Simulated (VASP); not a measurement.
Method: vdW-DF2, VASP's PBE PAW potentials (set 64) (plane waves; VASP).

A VASP calculation is set up with these files.

### POSCAR
```
NiAl
1
    2.9364976253     0.0000000000     0.0000000000
    0.0000000000     2.9364976253     0.0000000000
    0.0000000000     0.0000000000     2.9364976253
Al Ni
1 1
Direct
  0.5000000000   0.5000000000   0.5000000000
  0.0000000000   0.0000000000   0.0000000000
```

### INCAR
```
# general
SYSTEM   = NiAl
PREC     = Accurate
ENCUT    = 520
LREAL    = .False.   # projection in real space or not
LASPH    = .True.   # aspherical one-centre terms

# electronic loop
EDIFF    = 1E-7   # SCF stop (eV)
NELM     = 100   # most electronic steps
ALGO     = Normal   # blocked Davidson
LMAXMIX  = 4   # l cut-off of mixed one-centre charges

# smearing
ISMEAR   = -5   # tetrahedra, Bloechl

# functional
GGA      = ML
LUSE_VDW = .True.
AGGAC    = 0.0
ZAB_VDW  = -1.8867

# ions
ISIF     = 2   # forces and stress, cell fixed

# output
LWAVE    = .False.
LCHARG   = .True.
LORBIT   = 11   # lm-projected
NEDOS    = 601
```

KPOINTS:
```
Automatic mesh
0
Gamma
14 14 14
0 0 0
```

POTCAR, in this order: Al Ni (PBE.64 set). Program: vasp_std.

Output of the run:

### OSZICAR
```
       N       E                     dE             d eps       ncg     rms          rms(c)
DAV:   1     0.449221553236E+02    0.44922E+02   -0.56696E+03  2408   0.133E+03
DAV:   2    -0.482816957759E+01   -0.49750E+02   -0.47785E+02  2408   0.205E+02
DAV:   3    -0.609004853530E+01   -0.12619E+01   -0.12487E+01  2866   0.421E+01
DAV:   4    -0.611328007180E+01   -0.23232E-01   -0.23213E-01  2870   0.515E+00
DAV:   5    -0.611401808767E+01   -0.73802E-03   -0.73799E-03  2846   0.944E-01    0.987E+00
DAV:   6    -0.756949498460E+01   -0.14555E+01   -0.42397E+01  2682   0.111E+02    0.131E+01
DAV:   7    -0.512614031368E+01    0.24434E+01   -0.12998E+01  2648   0.679E+01    0.892E-01
DAV:   8    -0.512045050871E+01    0.56898E-02   -0.28770E-01  2868   0.610E+00    0.900E-01
DAV:   9    -0.510968057456E+01    0.10770E-01   -0.44467E-02  2814   0.360E+00    0.118E-01
DAV:  10    -0.510959892852E+01    0.81646E-04   -0.11607E-03  2704   0.485E-01    0.500E-02
DAV:  11    -0.510959041299E+01    0.85155E-05   -0.11134E-04  3268   0.117E-01    0.151E-02
DAV:  12    -0.510958718909E+01    0.32239E-05   -0.38301E-06  2704   0.189E-02    0.607E-03
DAV:  13    -0.510958473658E+01    0.24525E-05   -0.48533E-06  3162   0.278E-02    0.243E-03
DAV:  14    -0.510958510524E+01   -0.36865E-06   -0.14052E-07  1326   0.594E-03    0.593E-04
DAV:  15    -0.510958514203E+01   -0.36790E-07   -0.21636E-08  1258   0.184E-03
   1 F= -.51095851E+01 E0= -.51095851E+01  d E =0.000000E+00
```

OUTCAR:
```
------------------------ aborting loop because EDIFF is reached ----------------------------------------
  FORCE on cell =-STRESS in cart. coord.  units (eV):
  Direction    XX          YY          ZZ          XY          YZ          ZX
  --------------------------------------------------------------------------------------
  Total       -0.0417445     -0.0417445     -0.0417445      0.0000000     -0.0000000     -0.0000000
  in kB       -2.6413194     -2.6413194     -2.6413194      0.0000000     -0.0000000     -0.0000000
  external PRESSURE =      -2.6413194 kB  Pullay stress =       0.0000000 kB
  volume of cell :       25.32
      direct lattice vectors                 reciprocal lattice vectors
     2.936497625  0.000000000  0.000000000     0.340541736  0.000000000  0.000000000
     0.000000000  2.936497625  0.000000000     0.000000000  0.340541736  0.000000000
     0.000000000  0.000000000  2.936497625     0.000000000  0.000000000  0.340541736
 POSITION                                       TOTAL-FORCE (eV/Angst)
 -----------------------------------------------------------------------------------
      1.46825      1.46825      1.46825         0.000000      0.000000      0.000000
      0.00000      0.00000      0.00000         0.000000      0.000000      0.000000
 -----------------------------------------------------------------------------------
    total drift:                                0.000000      0.000000      0.000000
  FREE ENERGIE OF THE ION-ELECTRON SYSTEM (eV)
  ---------------------------------------------------
  free  energy   TOTEN  =        -5.1095851420 eV

  energy  without entropy=       -5.1095851420  energy(sigma->0) =       -5.10958514

 total charge

# of ion       s       p       d       tot
------------------------------------------
    1        0.372   0.386   0.000   0.758
    2        0.457   0.458   8.504   9.418
--------------------------------------------------
tot          0.829   0.844   8.504  10.176
```
(Selected blocks of OUTCAR.)

### OUTCAR
```
 val. band max:        9.5053879302   @ k =   0.5000   0.5000   0.2857

 cond. band min:       9.3182761711   @ k =   0.5000   0.4286   0.2857


 Fermi energy:         9.3669166373

 k-point     1 :       0.0000    0.0000    0.0000
  band No.  band energies     occupation
      1      -1.3362      2.00000
      2       6.4073      2.00000
      3       6.4073      2.00000
      4       7.8967      2.00000
      5       7.8967      2.00000
      6       7.8967      2.00000
      7      14.6172      0.00000
      8      14.6172      0.00000
      9      14.6172      0.00000
     10      17.4180      0.00000

 k-point     2 :       0.0714    0.0000    0.0000
  band No.  band energies     occupation
      1      -1.2459      2.00000
      2       6.4007      2.00000
      3       6.4269      2.00000
      4       7.8591      2.00000
      5       7.8591      2.00000
      6       7.9006      2.00000
      7      13.6916      0.00000
      8      14.7363      0.00000
      9      14.7363      0.00000
     10      17.4269      0.00000

 k-point     3 :       0.1429    0.0000    0.0000
  band No.  band energies     occupation
      1      -0.9764      2.00000
      2       6.3572      2.00000
      3       6.4827      2.00000
      4       7.7578      2.00000
      5       7.7578      2.00000
      6       7.9115      2.00000
      7      12.1384      0.00000
      8      15.0833      0.00000
      9      15.0833      0.00000
     10      17.4531      0.00000

 k-point     4 :       0.2143    0.0000    0.0000
  band No.  band energies     occupation
      1      -0.5311      2.00000
      2       6.1939      2.00000
      3       6.5649      2.00000
      4       7.6202      2.00000
      5       7.6202      2.00000
      6       7.9275      2.00000
      7      10.6906      0.00000
      8      15.6328      0.00000
      9      15.6328      0.00000
     10      17.4947      0.00000

 k-point     5 :       0.2857    0.0000    0.0000
...
```

For a metal the tetrahedron method with Blöchl corrections gives inexact stress and forces.

The compound is NiAl in the CsCl type structure. It was relaxed first. The run is not spin-polarised, so no magnetic state was tried. The electron count is odd and the run is not spin-polarised, which forces a metal.
